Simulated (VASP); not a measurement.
Calculation: r2SCAN meta-GGA, VASP's PBE PAW potentials (set 64) (plane waves; VASP).

VASP ran on this input.

KPOINTS:
```
Automatic mesh
0
Gamma
13 13 13
0 0 0
```

INCAR:
```
# general
SYSTEM  = ZrC
PREC    = Accurate
ENCUT   = 520
LREAL   = .FALSE.
LASPH   = .TRUE.

# electronic loop
EDIFF   = 1E-7
NELM    = 100
ALGO    = Normal
LMAXMIX = 4
LMIXTAU = .TRUE.

# smearing
ISMEAR  = 1
SIGMA   = 0.1

# functional
METAGGA = R2SCAN

# ions
ISIF    = 2

# output
LWAVE   = .FALSE.
LCHARG  = .FALSE.
```

POSCAR:
```
ZrC
1
    0.0000000000     2.4029045355     2.4029045355
    2.4029045355     0.0000000000     2.4029045355
    2.4029045355     2.4029045355     0.0000000000
Zr C
1 1
Direct
  0.0000000000   0.0000000000   0.0000000000
  0.5000000000   0.5000000000   0.5000000000
```

POTCAR, in this order: Zr_sv C (PBE.64 set). Program: vasp_std.

The resulting files:

**OUTCAR**
```
 ion  position               nearest neighbor table
   1  0.000  0.000  0.000-   2 2.40   2 2.40   2 2.40   2 2.40   2 2.40   2 2.40
   2  0.500  0.500  0.500-   1 2.40   1 2.40   1 2.40   1 2.40   1 2.40   1 2.40
  LATTYP: Found a face centered cubic cell.
 ALAT       =     4.8058090710
 Subroutine PRICEL returns:
 Original cell was already a primitive cell.
 Subroutine GETGRP returns: Found 48 space group operations
The static configuration has the point symmetry O_h .
The dynamic configuration has the point symmetry O_h .
 Subroutine INISYM returns: Found 48 space group operations
 Subroutine IBZKPT returns following result:
 Found     84 irreducible k-points:

 Following reciprocal coordinates:
            Coordinates               Weight
  0.000000  0.000000  0.000000      1.000000
  0.076923  0.000000  0.000000      8.000000
  0.153846  0.000000  0.000000      8.000000
  0.230769  0.000000  0.000000      8.000000
  0.307692  0.000000  0.000000      8.000000
  0.384615  0.000000  0.000000      8.000000
  0.461538  0.000000  0.000000      8.000000
  0.076923  0.076923  0.000000      6.000000
  0.153846  0.076923  0.000000     24.000000
...
```

OSZICAR:
```
       N       E                     dE             d eps       ncg     rms          rms(c)
DAV:   1     0.885565638947E+02    0.88557E+02   -0.90778E+03  2032   0.136E+03
DAV:   2    -0.376722076577E+02   -0.12623E+03   -0.11916E+03  2340   0.339E+02
DAV:   3    -0.440913983756E+02   -0.64192E+01   -0.62274E+01  3168   0.652E+01
DAV:   4    -0.443387430687E+02   -0.24734E+00   -0.24695E+00  2604   0.120E+01
DAV:   5    -0.443450060914E+02   -0.62630E-02   -0.62627E-02  3044   0.154E+00    0.197E+01
DAV:   6    -0.339533404424E+02    0.10392E+02   -0.13672E+01  2436   0.328E+01    0.558E+00
DAV:   7    -0.346437944104E+02   -0.69045E+00   -0.68668E-01  2332   0.866E+00    0.366E+00
DAV:   8    -0.342835969958E+02    0.36020E+00   -0.62203E-01  2384   0.898E+00    0.133E+00
DAV:   9    -0.346541690549E+02   -0.37057E+00   -0.36203E-01  2308   0.621E+00    0.433E-01
DAV:  10    -0.346624952305E+02   -0.83262E-02   -0.16491E-02  2292   0.126E+00    0.356E-01
DAV:  11    -0.346431486029E+02    0.19347E-01   -0.41428E-02  2636   0.154E+00    0.335E-01
DAV:  12    -0.346613727985E+02   -0.18224E-01   -0.21107E-02  2484   0.122E+00    0.483E-02
DAV:  13    -0.346631035789E+02   -0.17308E-02   -0.14897E-03  2368   0.355E-01    0.265E-02
DAV:  14    -0.346632323748E+02   -0.12880E-03   -0.13248E-04  2480   0.962E-02    0.264E-02
DAV:  15    -0.346632362542E+02   -0.38794E-05   -0.35073E-06  2992   0.164E-02    0.279E-02
DAV:  16    -0.346631649994E+02    0.71255E-04   -0.17252E-04  2236   0.108E-01    0.158E-02
DAV:  17    -0.346632206865E+02   -0.55687E-04   -0.92975E-05  2252   0.814E-02    0.877E-03
DAV:  18    -0.346632277613E+02   -0.70747E-05   -0.17175E-06  2348   0.115E-02    0.546E-03
DAV:  19    -0.346632274994E+02    0.26186E-06   -0.62724E-08  1368   0.256E-03    0.522E-03
DAV:  20    -0.346632296563E+02   -0.21568E-05   -0.12403E-07  1312   0.384E-03    0.341E-03
DAV:  21    -0.346632292229E+02    0.43338E-06   -0.41503E-08  1084   0.260E-03    0.163E-03
DAV:  22    -0.346632298420E+02   -0.61917E-06   -0.18059E-08  1088   0.142E-03    0.135E-03
DAV:  23    -0.346632297736E+02    0.68454E-07   -0.10465E-08  1072   0.107E-03
   1 F= -.34663230E+02 E0= -.34663158E+02  d E =-.214669E-03
```

OUTCAR:
```
------------------------ aborting loop because EDIFF is reached ----------------------------------------
  FORCE on cell =-STRESS in cart. coord.  units (eV):
  Direction    XX          YY          ZZ          XY          YZ          ZX
  --------------------------------------------------------------------------------------
  Total       -2.0718667     -2.0718667     -2.0718667      0.0000000      0.0000000      0.0000000
  in kB     -119.6280015   -119.6280015   -119.6280015      0.0000000      0.0000000      0.0000000
  external PRESSURE =    -119.6280015 kB  Pullay stress =       0.0000000 kB
  volume of cell :       27.75
      direct lattice vectors                 reciprocal lattice vectors
     0.000000000  2.402904535  2.402904535    -0.208081508  0.208081508  0.208081508
     2.402904535  0.000000000  2.402904535     0.208081508 -0.208081508  0.208081508
     2.402904535  2.402904535  0.000000000     0.208081508  0.208081508 -0.208081508
 POSITION                                       TOTAL-FORCE (eV/Angst)
 -----------------------------------------------------------------------------------
      0.00000      0.00000      0.00000         0.000000      0.000000      0.000000
      2.40290      2.40290      2.40290        -0.000000     -0.000000     -0.000000
 -----------------------------------------------------------------------------------
    total drift:                                0.000000      0.000000      0.000000
  FREE ENERGIE OF THE ION-ELECTRON SYSTEM (eV)
  ---------------------------------------------------
  free  energy   TOTEN  =       -34.6632297736 eV

  energy  without entropy=      -34.6630151042  energy(sigma->0) =      -34.66315822
```
(Selected blocks of OUTCAR.)

The compound is ZrC in the rock salt structure. This cell is one point of a volume scan, at 1.06 of the reference volume.
